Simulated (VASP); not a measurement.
Method: PBE GGA, VASP's PBE PAW potentials (set 64) (plane waves; VASP).

The input files of a VASP run:

### KPOINTS
```
Automatic mesh
0
Gamma
4 4 4
0 0 0
```

INCAR:
```
SYSTEM = CdSe
PREC = Normal; ENCUT = 500; LREAL = .FALSE.
LASPH = .TRUE.
EDIFF = 1E-8; NELM = 100; ALGO = Normal
ISMEAR = 0; SIGMA = 0.01
GGA = PE
LWAVE = .TRUE.; LCHARG = .FALSE.
```

**POSCAR**
```
CdSe
1
    0.0000000000     3.0648070000     3.0648070000
    3.0648070000     0.0000000000     3.0648070000
    3.0648070000     3.0648070000     0.0000000000
Cd Se
1 1
Direct
  0.0000000000   0.0000000000   0.0000000000
  0.2500000000   0.2500000000   0.2500000000
```

POTCAR, in this order: Cd_sv_GW Se_GW (PBE.64 set). Program: vasp_std.

The run wrote:

### OSZICAR
```
       N       E                     dE             d eps       ncg     rms          rms(c)
DAV:   1     0.373383779702E+03    0.37338E+03   -0.14408E+04   296   0.178E+03
DAV:   2     0.397206352681E+02   -0.33366E+03   -0.32232E+03   289   0.669E+02
DAV:   3    -0.438561759012E+01   -0.44106E+02   -0.43905E+02   391   0.234E+02
DAV:   4    -0.584331964533E+01   -0.14577E+01   -0.14566E+01   328   0.466E+01
DAV:   5    -0.590467333610E+01   -0.61354E-01   -0.61331E-01   407   0.104E+01    0.199E+01
DAV:   6    -0.552494936814E+01    0.37972E+00   -0.10290E+00   423   0.175E+01    0.144E+01
DAV:   7    -0.551394364284E+01    0.11006E-01   -0.47966E-01   413   0.658E+00    0.338E+00
DAV:   8    -0.550399504227E+01    0.99486E-02   -0.52877E-02   395   0.266E+00    0.235E-01
DAV:   9    -0.550380369646E+01    0.19135E-03   -0.54995E-03   309   0.122E+00    0.775E-02
DAV:  10    -0.550389672375E+01   -0.93027E-04   -0.27885E-04   359   0.262E-01    0.537E-02
DAV:  11    -0.550391777063E+01   -0.21047E-04   -0.48105E-05   365   0.144E-01    0.135E-02
DAV:  12    -0.550391914831E+01   -0.13777E-05   -0.54989E-06   371   0.474E-02    0.437E-03
DAV:  13    -0.550391939870E+01   -0.25039E-06   -0.42704E-07   317   0.674E-03    0.762E-04
DAV:  14    -0.550391946008E+01   -0.61387E-07   -0.26205E-08   285   0.154E-03    0.226E-04
DAV:  15    -0.550391946639E+01   -0.63064E-08   -0.41217E-09   220   0.179E-03
   1 F= -.55039195E+01 E0= -.55039195E+01  d E =-.907534-163
```

### OUTCAR
```
------------------------ aborting loop because EDIFF is reached ----------------------------------------
  FORCE on cell =-STRESS in cart. coord.  units (eV):
  Direction    XX          YY          ZZ          XY          YZ          ZX
  --------------------------------------------------------------------------------------
  Total        0.2227783      0.2227783      0.2227783     -0.0000000     -0.0000000      0.0000000
  in kB        6.1993206      6.1993206      6.1993206     -0.0000000     -0.0000000      0.0000000
  external PRESSURE =       6.1993206 kB  Pullay stress =       0.0000000 kB
  volume of cell :       57.58
      direct lattice vectors                 reciprocal lattice vectors
     0.000000000  3.064807000  3.064807000    -0.163142410  0.163142410  0.163142410
     3.064807000  0.000000000  3.064807000     0.163142410 -0.163142410  0.163142410
     3.064807000  3.064807000  0.000000000     0.163142410  0.163142410 -0.163142410
  FREE ENERGIE OF THE ION-ELECTRON SYSTEM (eV)
  ---------------------------------------------------
  free  energy   TOTEN  =        -5.5039194664 eV

  energy  without entropy=       -5.5039194664  energy(sigma->0) =       -5.50391947
```
(Selected blocks of OUTCAR.)

The compound is CdSe in the zinc blende structure, whereas wurtzite is the usual form. This cell is one point of a volume scan, at 1.04 of the reference volume. The k-mesh is coarse (spacing up to 0.44 per Å, 2π included), so the numbers may not be converged in it.
